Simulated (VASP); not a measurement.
Input for VASP

File KPOINTS:
```
Automatic mesh
0
Gamma
8 8 8
0 0 0
```

**POSCAR**
```
LiCl
1.0
  0.0000000000   2.5458048415   2.5458048415
  2.5458048415   0.0000000000   2.5458048415
  2.5458048415   2.5458048415   0.0000000000
Li Cl
1 1
Cart
  0.0000000000   0.0000000000   0.0000000000
  2.5458048415   2.5458048415   2.5458048415
```

**INCAR**
```
LWAVE  =  .False.
EDIFFG  =  -0.01
ISMEAR  =  0
LASPH  =  .True.   # aspherical one-centre terms
IBRION  =  2   # conjugate gradients
METAGGA  =  R2SCAN
NSW  =  60   # most ionic steps
SYSTEM  =  LiCl
ENCUT  =  520   # plane-wave cut-off (eV)
SIGMA  =  0.05
LREAL  =  .False.   # projection in real space or not
NELM  =  100   # most electronic steps
LMIXTAU  =  .True.
ISIF  =  3
LCHARG  =  .False.
EDIFF  =  1E-6
PREC  =  Accurate
ALGO  =  Normal   # blocked Davidson
```

POTCAR, in this order: Li_sv Cl (PBE.64 set). Program: vasp_std.

Write an equivalent input for Ansatz.

One equivalent input (not run):
Ansatz 0.2 input:
```yaml
crystal:
  lattice:
    - [0.0000000, 2.5458048, 2.5458048]
    - [2.5458048, 0.0000000, 2.5458048]
    - [2.5458048, 2.5458048, 0.0000000]
  atoms:
    - { symbol: Li, position: [0.0000000, 0.0000000, 0.0000000] }
    - { symbol: Cl, position: [0.5000000, 0.5000000, 0.5000000] }
kpoints:
  mp_grid: { grid: [8, 8, 8] }
hamiltonian:
  xc: r2scan
  pseudopotentials: { kind: paw }
scf:
  occupations: { method: gaussian, width: 0.05 }
  max_iter: 100
relax:
  max_steps: 60
  f_tol: 0.01
  cell: {}
output: { forces: true, stress: true, eigenvalues: true }
```
The two are equivalent in intent, not identical: each code has its own PAW files, so the cut-off isn't converted (ENCUT is set for VASP's; basis.ecutwfc is left out, and Ansatz then takes the one that its files recommend); Ansatz stops its SCF on the density residual and VASP on the energy change (EDIFF).

The compound is LiCl in the rock salt structure. It was relaxed first. The start is the result of an earlier pass.
